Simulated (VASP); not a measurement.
The system is HfZrS4.

```
Zr Hf S
1.0
    -3.65540    0.00000    0.00000
     0.00000    0.00000   -6.08174
     0.00000   -6.33133    0.00000
Zr Hf S
1 1 4
Cartesian
  -1.8277 -3.1657 0.0000
  0.0000 0.0000 0.0000
  -1.8277 -5.2761 -1.4356
  0.0000 -2.1104 -1.4356
  0.0000 -4.2209 -4.6462
  -1.8277 -1.0552 -4.6462
```

The cell comes from a database or a generator and needn't be the stable form of this composition.

```yaml
Program: VASP 6.6.1
Task: relaxation of cell and atoms
Functional: LDA
Potentials_or_basis: VASP PAW LDA potentials, release 64 (Zr_sv, Hf_pv, S)
Cutoff: 300 eV
k_mesh: 4 × 2 × 2
Occupations: gaussian, width 0.02 eV
Spin: no spin polarisation
```

At the start: pressure -4.0 GPa; volume 23.46 Å³/atom.

**Question.** How do energy, volume and symmetry change on relaxing?

**Answer.** Over 16 steps the energy falls by 25.8 meV/atom and the volume is 20.95 Å³/atom (-10.7 %); space group P2/m (No. 10, to 0.05 Å).

The path:
```csv
step,energy change (eV),largest force (eV/Å),pressure (GPa),volume (Å³)
1,0.0000,0.3679,-3.99,140.75
2,0.0457,1.0168,5.80,129.19
3,-0.0746,0.3508,-0.07,135.49
4,-0.0910,0.2240,-0.15,134.72
5,-0.1007,0.1510,-0.25,133.48
6,-0.1133,0.1688,-0.10,132.19
7,-0.1407,0.2249,0.46,128.30
8,-0.1049,0.3200,2.44,120.56
9,-0.1437,0.2830,1.01,126.48
10,-0.1505,0.1842,0.41,126.43
11,-0.1530,0.1041,-0.33,126.35
12,-0.1530,0.1084,-0.23,126.36
13,-0.1538,0.0781,-0.15,126.18
14,-0.1544,0.0517,0.03,125.79
15,-0.1546,0.0246,0.03,125.75
16,-0.1547,0.0113,0.03,125.72
```

Final structure:
```xyz
6
Lattice="-3.5983 0.0000 0.0000 0.0000 -0.0153 -5.6536 0.0000 -6.1796 -0.0139" Properties=species:S:1:pos:R:3 pbc="T T T"
Zr   -1.7992   -3.0898   -0.0070
Hf    0.0000    0.0000    0.0000
S    -1.7992   -5.1719   -1.4525
S    -3.5983   -2.0444   -1.4508
S     0.0000   -4.1505   -4.2168
S    -1.7992   -1.0230   -4.2150
```

Caveat: the k mesh is coarse (spacing up to 0.52 Å⁻¹), so the values aren't converged; the cutoff is under 1.25 times the usual one of these potentials, so pressure, stress and relaxed cells hold a basis-set (Pulay) error.
